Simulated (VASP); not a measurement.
Here is the system:

```xyz
3
Lattice="0.0000 2.2452 2.2452 2.2452 0.0000 2.2452 2.2452 2.2452 0.0000" Properties=species:S:1:pos:R:3 pbc="T T T"
Li     1.1226     1.1226     1.1226
Li     3.3678     3.3678     3.3678
O      0.0000     0.0000     0.0000
```

The numbers are results of LDA (Ceperley-Alder, Perdew-Zunger), VASP's LDA PAW potentials (set 64) (plane waves; VASP), not measurements. Run with 620 eV cut-off, 9×9×9 Γ-centred mesh, Gaussian smearing of 0.050 eV, potentials Li_sv O.

Energy and stress use the plane-wave basis of the starting cell.

Problem. The ions, cell shape and volume at an external pressure of 5.0 GPa are relaxed. Predict the relaxed structure.

Solution. 
```xyz
3
Lattice="0.0000 2.2077 2.2077 2.2077 0.0000 2.2077 2.2077 2.2077 0.0000" Properties=species:S:1:pos:R:3 pbc="T T T"
Li     1.1038     1.1038     1.1038
Li     3.3115     3.3115     3.3115
O      0.0000     0.0000     0.0000
```
Space group Fm-3m (225), at a tolerance of 0.03 Å.

Problem. How do energy and volume change from the first to the last step?

Solution. The energy (σ→0) changes by +5.2 meV/atom and the volume by -4.9 %, in 3 ionic steps.

| step | E(σ→0) (eV) | max force (eV/Å) | pressure (GPa) | volume (Å³) |
|---|---|---|---|---|
| 1 | -15.7522 | 0.000 | -0.27 | 22.64 |
| 2 | -15.7447 | 0.000 | 3.36 | 21.83 |
| 3 | -15.7366 | 0.000 | 4.93 | 21.52 |

The compound is Li2O in the antifluorite structure. This run relaxes it under an external pressure of 5 GPa. Symmetry was kept, so distortions that lower it aren't found.
